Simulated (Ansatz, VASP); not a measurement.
# One calculation of ZnCdSe4S2, two programs

```
Zn Cd Se S
1.0
     6.67375    0.00000    0.00000
    -3.33688    5.77964    0.00000
     0.00000    0.00000    6.80640
Zn Cd Se S
1 1 4 2
Direct
  0.00000 0.00000 0.00000
  0.00000 0.00000 0.50000
  0.33333 0.66667 0.32460
  0.66667 0.33333 0.32460
  0.66667 0.33333 0.67540
  0.33333 0.66667 0.67540
  0.33333 0.66667 0.00000
  0.66667 0.33333 0.00000
```

Alike in both runs: functional PBE; k mesh 3 × 3 × 3; occupations gaussian, width 0.2 eV; no spin polarisation.

Ansatz relaxed the structure, and its values are those at the end. VASP's run is a single point on that final structure, the one shown.

|  | VASP | Ansatz |
| --- | --- | --- |
| version | VASP 6.6.1 | Ansatz 0.2.0 |
| potentials or method | VASP PAW PBE potentials, release 64 (Zn, Cd, Se, S) | scalar-relativistic, plane waves, PAW |
| plane-wave cutoff (eV) | 520 | 420 |
| valence electrons in the cell | 60 | 108 |

|  | VASP | Ansatz | Ansatz less VASP |
| --- | --- | --- | --- |
| gap on the k mesh at the Fermi level (eV) | none | none | - |
| pressure (GPa) | 0.1 | 0.0 | -0.02 |
| rms of the force components (eV/Å) | 0.014 | 0.016 | +0.0021 |

A gap of «none» marks a metal or a gap that the smearing closes. The two sets of potentials don't hold the same shells in valence.

Caveats: the k mesh is coarse (spacing up to 0.36 Å⁻¹), so the values aren't converged.
